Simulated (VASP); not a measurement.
Output of a VASP run:

### OSZICAR
```
...
DAV:   3     0.418427797920E+01   -0.76363E+01   -0.74608E+01  1104   0.127E+02
DAV:   4     0.385579328648E+01   -0.32848E+00   -0.32644E+00  1328   0.274E+01
DAV:   5     0.385057384317E+01   -0.52194E-02   -0.52165E-02  1192   0.409E+00    0.104E+01
DAV:   6    -0.212254711761E+02   -0.25076E+02   -0.57870E+01   896   0.925E+01    0.165E+01
DAV:   7    -0.210829576452E+02    0.14251E+00   -0.14752E+00  1056   0.111E+01    0.162E+01
DAV:   8    -0.196975416508E+02    0.13854E+01   -0.15672E+00   988   0.223E+01    0.147E+01
DAV:   9    -0.189857467257E+02    0.71179E+00   -0.65167E+00  1172   0.502E+01    0.131E+01
DAV:  10    -0.182586615061E+02    0.72709E+00   -0.52466E+00   984   0.435E+01    0.109E+01
DAV:  11    -0.198394327051E+02   -0.15808E+01   -0.15726E+00   844   0.183E+01    0.935E+00
DAV:  12    -0.177251373633E+02    0.21143E+01   -0.46792E+00  1176   0.498E+01    0.272E+00
DAV:  13    -0.189102268941E+02   -0.11851E+01   -0.11254E+00   840   0.144E+01    0.179E+00
DAV:  14    -0.190331944956E+02   -0.12297E+00   -0.15333E-01  1032   0.642E+00    0.113E+00
DAV:  15    -0.190228505832E+02    0.10344E-01   -0.14397E-02  1020   0.257E+00    0.101E+00
DAV:  16    -0.189099297048E+02    0.11292E+00   -0.12910E-01   856   0.623E+00    0.148E+00
DAV:  17    -0.190296375655E+02   -0.11971E+00   -0.14053E-01   856   0.671E+00    0.402E-01
DAV:  18    -0.190299325755E+02   -0.29501E-03   -0.32796E-03  1048   0.592E-01    0.301E-01
DAV:  19    -0.190298727226E+02    0.59853E-04   -0.65932E-04  1236   0.477E-01    0.152E-01
DAV:  20    -0.190297451760E+02    0.12755E-03   -0.94135E-04  1228   0.615E-01    0.110E-02
DAV:  21    -0.190298237283E+02   -0.78552E-04   -0.61936E-05   880   0.900E-02    0.136E-02
DAV:  22    -0.190298234769E+02    0.25139E-06   -0.14318E-06   728   0.219E-02
   1 F= -.19029823E+02 E0= -.19029728E+02  d E =-.190298E+02
       N       E                     dE             d eps       ncg     rms          rms(c)
DAV:   1    -0.190369154187E+02   -0.70917E-02   -0.86322E-02   952   0.598E+00    0.805E-01
DAV:   2    -0.190568785312E+02   -0.19963E-01   -0.21416E-01  1108   0.102E+01    0.133E+00
DAV:   3    -0.190303672106E+02    0.26511E-01   -0.11479E-01  1088   0.770E+00    0.180E-01
DAV:   4    -0.190301410931E+02    0.22612E-03   -0.21403E-03  1020   0.658E-01    0.345E-02
DAV:   5    -0.190301603293E+02   -0.19236E-04   -0.76607E-05  1092   0.116E-01    0.289E-02
DAV:   6    -0.190301584478E+02    0.18815E-05   -0.83528E-05  1140   0.200E-01    0.214E-02
DAV:   7    -0.190301540839E+02    0.43639E-05   -0.52212E-05  1080   0.163E-01    0.760E-03
DAV:   8    -0.190301566987E+02   -0.26148E-05   -0.32108E-06   872   0.392E-02    0.943E-04
DAV:   9    -0.190301558227E+02    0.87600E-06   -0.77625E-08   432   0.371E-03
   2 F= -.19030156E+02 E0= -.19030047E+02  d E =-.332346E-03
       N       E                     dE             d eps       ncg     rms          rms(c)
DAV:   1    -0.190306861995E+02   -0.52950E-03   -0.54531E-03   948   0.150E+00    0.202E-01
DAV:   2    -0.190319706451E+02   -0.12844E-02   -0.13679E-02  1120   0.259E+00    0.339E-01
DAV:   3    -0.190302675769E+02    0.17031E-02   -0.73491E-03  1096   0.192E+00    0.470E-02
DAV:   4    -0.190302497490E+02    0.17828E-04   -0.13227E-04  1048   0.182E-01    0.801E-03
DAV:   5    -0.190302517462E+02   -0.19972E-05   -0.60996E-06  1036   0.401E-02    0.702E-03
DAV:   6    -0.190302509252E+02    0.82093E-06   -0.42274E-06   892   0.458E-02
   3 F= -.19030251E+02 E0= -.19030144E+02  d E =-.427448E-03
```

**OUTCAR**
```
------------------------ aborting loop because EDIFF is reached ----------------------------------------
  FORCE on cell =-STRESS in cart. coord.  units (eV):
  Direction    XX          YY          ZZ          XY          YZ          ZX
  --------------------------------------------------------------------------------------
  Total       -0.0216611     -0.0216611     -0.0216611      0.0000000     -0.0000000      0.0000000
  in kB       -0.9300386     -0.9300386     -0.9300386      0.0000000     -0.0000000      0.0000000
  external PRESSURE =      -0.9300386 kB  Pullay stress =       0.0000000 kB
  volume of cell :       37.32
      direct lattice vectors                 reciprocal lattice vectors
    -0.000000000  2.652283414  2.652283414    -0.188516807  0.188516807  0.188516807
     2.652283414 -0.000000000  2.652283414     0.188516807 -0.188516807  0.188516807
     2.652283414  2.652283414 -0.000000000     0.188516807  0.188516807 -0.188516807
 POSITION                                       TOTAL-FORCE (eV/Angst)
 -----------------------------------------------------------------------------------
     -0.00000      0.00000      0.00000         0.000000     -0.000000      0.000000
      1.32614      1.32614      1.32614        -0.000000      0.000000     -0.000000
      3.97843      3.97843      3.97843         0.000000      0.000000      0.000000
 -----------------------------------------------------------------------------------
    total drift:                                0.000000      0.000000      0.000000
  FREE ENERGIE OF THE ION-ELECTRON SYSTEM (eV)
  ---------------------------------------------------
  free  energy   TOTEN  =       -19.0302509252 eV

  energy  without entropy=      -19.0299306313  energy(sigma->0) =      -19.03014416

 reached required accuracy - stopping structural energy minimisation
```
(Selected blocks of OUTCAR.)

POSCAR:
```
CoSi2
1
    0.0000000000     2.6565137481     2.6565137481
    2.6565137481     0.0000000000     2.6565137481
    2.6565137481     2.6565137481    -0.0000000000
Co Si
1 2
Direct
  0.0000000000   0.0000000000   0.0000000000
  0.2500000000   0.2500000000   0.2500000000
  0.7500000000   0.7500000000   0.7500000000
```

Problem. Reconstruct the remaining input files.

Solution. This is not unique; one that fits is the input of the run itself, revTPSS meta-GGA, plane waves, VASP's PBE PAW potentials (set 64).

INCAR:
```
IBRION  =  2
PREC  =  Accurate
ENCUT  =  520   # plane-wave cut-off (eV)
EDIFFG  =  -0.02
LMIXTAU  =  .TRUE.
LREAL  =  .FALSE.   # projection in real space or not
METAGGA  =  RTPSS
EDIFF  =  1E-6
LCHARG  =  .FALSE.
ISMEAR  =  1
SIGMA  =  0.1
LMAXMIX  =  4
SYSTEM  =  CoSi2
NSW  =  60
NELM  =  100
ISIF  =  3
LWAVE  =  .FALSE.
ALGO  =  Normal   # blocked Davidson
LASPH  =  .TRUE.
```

### KPOINTS
```
Automatic
0
G
9 9 9
0 0 0
```

POTCAR, in this order: Co Si (PBE.64 set). Program: vasp_std.

The compound is CoSi2 in the fluorite structure. This run relaxes it. Symmetry was kept, so distortions that lower it aren't found. The start is the result of an earlier pass. The run is not spin-polarised, so no magnetic state was tried. The electron count is odd and the run is not spin-polarised, which forces a metal.
